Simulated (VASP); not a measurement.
Output of a VASP run:

File OSZICAR:
```
       N       E                     dE             d eps       ncg     rms          rms(c)
DAV:   1     0.452628058185E+03    0.45263E+03   -0.21978E+04   960   0.185E+03
DAV:   2    -0.240088983522E+01   -0.45503E+03   -0.44947E+03  1160   0.496E+02
DAV:   3    -0.489483101445E+02   -0.46547E+02   -0.46498E+02  1384   0.151E+02
DAV:   4    -0.509621059472E+02   -0.20138E+01   -0.20129E+01  1368   0.288E+01
DAV:   5    -0.510286649479E+02   -0.66559E-01   -0.66558E-01  1328   0.403E+00    0.264E+01
DAV:   6    -0.405104048867E+02    0.10518E+02   -0.69834E+01  1480   0.749E+01    0.158E+01
DAV:   7    -0.405059546966E+02    0.44502E-02   -0.10031E+01  1216   0.247E+01    0.104E+01
DAV:   8    -0.404805770805E+02    0.25378E-01   -0.20782E+00  1216   0.152E+01    0.296E+00
DAV:   9    -0.404087491756E+02    0.71828E-01   -0.45886E-01  1208   0.640E+00    0.975E-01
DAV:  10    -0.404112095237E+02   -0.24603E-02   -0.11691E-01  1296   0.254E+00    0.846E-01
DAV:  11    -0.404033615448E+02    0.78480E-02   -0.72480E-02  1464   0.212E+00    0.208E-01
DAV:  12    -0.404029946245E+02    0.36692E-03   -0.28070E-03  1200   0.561E-01    0.106E-01
DAV:  13    -0.404028922637E+02    0.10236E-03   -0.84167E-04  1328   0.273E-01    0.394E-02
DAV:  14    -0.404029098313E+02   -0.17568E-04   -0.85642E-05  1256   0.794E-02    0.192E-02
DAV:  15    -0.404029080446E+02    0.17867E-05   -0.79700E-06  1296   0.276E-02    0.987E-03
DAV:  16    -0.404029077876E+02    0.25704E-06   -0.22815E-06  1488   0.116E-02    0.680E-03
DAV:  17    -0.404029072694E+02    0.51814E-06   -0.21368E-06  1288   0.183E-02    0.108E-03
DAV:  18    -0.404029072056E+02    0.63787E-07   -0.93140E-08   632   0.298E-03
   1 F= -.40402907E+02 E0= -.40402907E+02  d E =0.000000E+00
```

File OUTCAR:
```
------------------------ aborting loop because EDIFF is reached ----------------------------------------
  FORCE on cell =-STRESS in cart. coord.  units (eV):
  Direction    XX          YY          ZZ          XY          YZ          ZX
  --------------------------------------------------------------------------------------
  Total       -0.0754666     -0.0754666     -0.0754666     -0.0000000     -0.0000000      0.0000000
  in kB       -1.9778991     -1.9778991     -1.9778991     -0.0000000     -0.0000000      0.0000000
  external PRESSURE =      -1.9778991 kB  Pullay stress =       0.0000000 kB
  volume of cell :       61.13
      direct lattice vectors                 reciprocal lattice vectors
     3.939312869  0.000000000  0.000000000     0.253851378  0.000000000  0.000000000
     0.000000000  3.939312869  0.000000000     0.000000000  0.253851378  0.000000000
     0.000000000  0.000000000  3.939312869     0.000000000  0.000000000  0.253851378
 POSITION                                       TOTAL-FORCE (eV/Angst)
 -----------------------------------------------------------------------------------
      0.00000      0.00000      0.00000         0.000000      0.000000      0.000000
      1.96966      1.96966      1.96966         0.000000      0.000000      0.000000
      1.96966      0.00000      1.96966         0.000000      0.000000      0.000000
      0.00000      1.96966      1.96966         0.000000      0.000000      0.000000
      1.96966      1.96966      0.00000         0.000000      0.000000      0.000000
 -----------------------------------------------------------------------------------
    total drift:                                0.000000      0.000000     -0.000000
  FREE ENERGIE OF THE ION-ELECTRON SYSTEM (eV)
  ---------------------------------------------------
  free  energy   TOTEN  =       -40.4029072056 eV

  energy  without entropy=      -40.4029072056  energy(sigma->0) =      -40.40290721

 total charge

# of ion       s       p       d       tot
------------------------------------------
    1        1.997   5.800   0.192   7.989
    2        2.222   6.301   1.734  10.257
    3        1.560   3.481   0.000   5.041
    4        1.560   3.481   0.000   5.041
    5        1.560   3.481   0.000   5.041
--------------------------------------------------
tot          8.900  22.544   1.926  33.369

 Electric field gradients after diagonalization (V/A^2)
 (convention: |V_zz| > |V_xx| > |V_yy|)
----------------------------------------------------------------------
 ion       V_xx      V_yy      V_zz     asymmetry (V_yy - V_xx)/ V_zz
----------------------------------------------------------------------
   1       0.000     0.000     0.000      -0.251
   2       0.000     0.000    -0.000       0.468
   3      -6.795    -6.795    13.590       0.000
   4      -6.795    -6.795    13.590       0.000
   5      -6.795    -6.795    13.590       0.000
```
(Selected blocks of OUTCAR.)

**POSCAR**
```
SrTiO3
1
    3.9393128687     0.0000000000     0.0000000000
    0.0000000000     3.9393128687     0.0000000000
    0.0000000000     0.0000000000     3.9393128687
Sr Ti O
1 1 3
Direct
  0.0000000000   0.0000000000   0.0000000000
  0.5000000000   0.5000000000   0.5000000000
  0.5000000000   0.0000000000   0.5000000000
  0.0000000000   0.5000000000   0.5000000000
  0.5000000000   0.5000000000   0.0000000000
```

### Question
Write an INCAR and KPOINTS that could have produced this output.

### Answer
Several could match; the one computed here: the input of the run itself, PW91 GGA, plane waves, VASP's PBE PAW potentials (set 64).

### INCAR
```
# general
SYSTEM   =  SrTiO3
PREC     =  Accurate
ENCUT    =  520
LREAL    =  .False.   # projection in real space or not
LASPH    =  .True.   # aspherical one-centre terms

# electronic loop
EDIFF    =  1E-7
NELM     =  100   # most electronic steps
ALGO     =  Normal
LMAXMIX  =  4   # l cut-off of mixed one-centre charges

# smearing
ISMEAR   =  -5   # tetrahedra, Bloechl

# functional
GGA      =  91

# ions
ISIF     =  2

# output
LWAVE    =  .False.
LCHARG   =  .True.
LORBIT   =  11   # lm-projected
NEDOS    =  601

# other
LEFG     =  .True.
```

File KPOINTS:
```
Automatic
0
G
 6 6 6
0 0 0
```

POTCAR, in this order: Sr_sv Ti_sv O (PBE.64 set). Program: vasp_std.

The compound is SrTiO3 in the cubic perovskite structure, the ideal cubic form; the compound distorts at low or room temperature. It was relaxed first.
